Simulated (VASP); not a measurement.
Output of a VASP run:

File OSZICAR:
```
       N       E                     dE             d eps       ncg     rms          rms(c)
DAV:   1     0.937691994118E+02    0.93769E+02   -0.10825E+04  1299   0.279E+03
DAV:   2    -0.823630381004E+01   -0.10201E+03   -0.95851E+02  1372   0.394E+02
DAV:   3    -0.159388324227E+02   -0.77025E+01   -0.76485E+01  1407   0.927E+01
DAV:   4    -0.160527385244E+02   -0.11391E+00   -0.11383E+00  1407   0.118E+01
DAV:   5    -0.160543193859E+02   -0.15809E-02   -0.15808E-02  1375   0.136E+00    0.769E+00
DAV:   6    -0.139877305883E+02    0.20666E+01   -0.60067E+00  1793   0.518E+01    0.265E+00
DAV:   7    -0.139647973250E+02    0.22933E-01   -0.31898E-01  1237   0.742E+00    0.169E+00
DAV:   8    -0.139401672369E+02    0.24630E-01   -0.76221E-02  1408   0.392E+00    0.668E-01
DAV:   9    -0.139364093762E+02    0.37579E-02   -0.19031E-02  1778   0.348E+00    0.171E-01
DAV:  10    -0.139363839670E+02    0.25409E-04   -0.21289E-03  1601   0.811E-01    0.485E-02
DAV:  11    -0.139363371622E+02    0.46805E-04   -0.24620E-04  1823   0.316E-01    0.105E-02
DAV:  12    -0.139363386265E+02   -0.14643E-05   -0.18495E-05  1262   0.644E-02    0.423E-03
DAV:  13    -0.139363386484E+02   -0.21890E-07   -0.71682E-07   694   0.868E-03
   1 F= -.12581757E+02 E0= -.12581757E+02  d E =-.125818E+02
       N       E                     dE             d eps       ncg     rms          rms(c)
DAV:   1    -0.142533470179E+02   -0.31701E+00   -0.48467E+00  1432   0.632E+01    0.382E+00
DAV:   2    -0.139457685412E+02    0.30758E+00   -0.53061E-01  1472   0.273E+01    0.166E+00
DAV:   3    -0.138745658638E+02    0.71203E-01   -0.66145E-02  1497   0.101E+01    0.442E-01
DAV:   4    -0.138646083305E+02    0.99575E-02   -0.11535E-02  1530   0.181E+00    0.529E-02
DAV:   5    -0.138646149860E+02   -0.66555E-05   -0.78356E-04  1720   0.423E-01    0.191E-02
DAV:   6    -0.138646077901E+02    0.71959E-05   -0.26542E-05  1390   0.569E-02    0.919E-03
DAV:   7    -0.138646051345E+02    0.26557E-05   -0.50809E-06  1300   0.410E-02    0.166E-03
DAV:   8    -0.138646050858E+02    0.48658E-07   -0.25968E-07   626   0.220E-02
   2 F= -.12575925E+02 E0= -.12575925E+02  d E =0.583262E-02
       N       E                     dE             d eps       ncg     rms          rms(c)
DAV:   1    -0.140377474460E+02   -0.17314E+00   -0.16541E+00  1392   0.393E+01    0.210E+00
DAV:   2    -0.139426919799E+02    0.95055E-01   -0.15190E-01  1467   0.139E+01    0.957E-01
DAV:   3    -0.139180120048E+02    0.24680E-01   -0.28389E-02  1437   0.694E+00    0.213E-01
DAV:   4    -0.139151193174E+02    0.28927E-02   -0.44541E-03  1571   0.101E+00    0.282E-02
DAV:   5    -0.139151160552E+02    0.32622E-05   -0.90451E-05  1525   0.152E-01    0.180E-02
DAV:   6    -0.139151143129E+02    0.17423E-05   -0.39400E-06  1248   0.294E-02    0.153E-02
DAV:   7    -0.139151125648E+02    0.17481E-05   -0.12515E-06   875   0.249E-02    0.149E-03
DAV:   8    -0.139151124708E+02    0.93957E-07   -0.39856E-07   621   0.247E-02
   3 F= -.12589160E+02 E0= -.12589160E+02  d E =-.740291E-02
```

### OUTCAR
```
------------------------ aborting loop because EDIFF is reached ----------------------------------------
  FORCE on cell =-STRESS in cart. coord.  units (eV):
  Direction    XX          YY          ZZ          XY          YZ          ZX
  --------------------------------------------------------------------------------------
  Total        1.3194914      1.3194914      1.3194914     -0.0000000      0.0000000      0.0000000
  in kB       99.5127350     99.5127350     99.5127350     -0.0000000      0.0000000      0.0000000
  external PRESSURE =      -0.4872650 kB  Pullay stress =     100.0000000 kB
  volume of cell :       21.24
      direct lattice vectors                 reciprocal lattice vectors
    -0.000000000  2.198211623  2.198211623    -0.227457627  0.227457627  0.227457627
     2.198211623  0.000000000  2.198211623     0.227457627 -0.227457627  0.227457627
     2.198211623  2.198211623  0.000000000     0.227457627  0.227457627 -0.227457627
  FREE ENERGIE OF THE ION-ELECTRON SYSTEM (eV)
  ---------------------------------------------------
  free  energy   TOTEN  =       -13.9151124708 eV

  energy  without entropy=      -13.9151124708  energy(sigma->0) =      -13.91511247
  enthalpy is  TOTEN    =       -12.5891601340 eV   P V=        1.3259523368

 reached required accuracy - stopping structural energy minimisation
```
(Selected blocks of OUTCAR.)

**POSCAR**
```
GaN
1
    0.0000000000     2.2139198848     2.2139198848
    2.2139198848     0.0000000000     2.2139198848
    2.2139198848     2.2139198848     0.0000000000
Ga N
1 1
Direct
  0.0000000000   0.0000000000   0.0000000000
  0.2500000000   0.2500000000   0.2500000000
```

Problem. Reconstruct the remaining input files.

Solution. This is not unique; one that fits is the input of the run itself, LDA (Ceperley-Alder, Perdew-Zunger), plane waves, VASP's LDA PAW potentials (set 64).

File KPOINTS:
```
Automatic
0
Gamma
10 10 10
0 0 0
```

INCAR:
```
EDIFF  =  1E-6
ENCUT  =  620   ! plane-wave cut-off (eV)
NSW  =  40
PSTRESS  =  100   ! kbar
IBRION  =  2   ! conjugate gradients
LMAXMIX  =  4   ! l cut-off of mixed one-centre charges
SYSTEM  =  GaN
PREC  =  Accurate
ISIF  =  3   ! ions, shape and volume
ISMEAR  =  0   ! Gaussian
LWAVE  =  .FALSE.
LREAL  =  .FALSE.   ! projection in real space or not
EDIFFG  =  -0.02
NELM  =  100   ! most electronic steps
SIGMA  =  0.05
LCHARG  =  .FALSE.
LASPH  =  .TRUE.   ! aspherical one-centre terms
ALGO  =  Normal   ! blocked Davidson
```

POTCAR, in this order: Ga_d N (LDA.64 set). Program: vasp_std.

Energy and stress use the plane-wave basis of the starting cell.

The compound is GaN in the zinc blende structure, a metastable form; wurtzite is the usual one. This run relaxes it under an external pressure of 10 GPa. Symmetry was kept, so distortions that lower it aren't found.
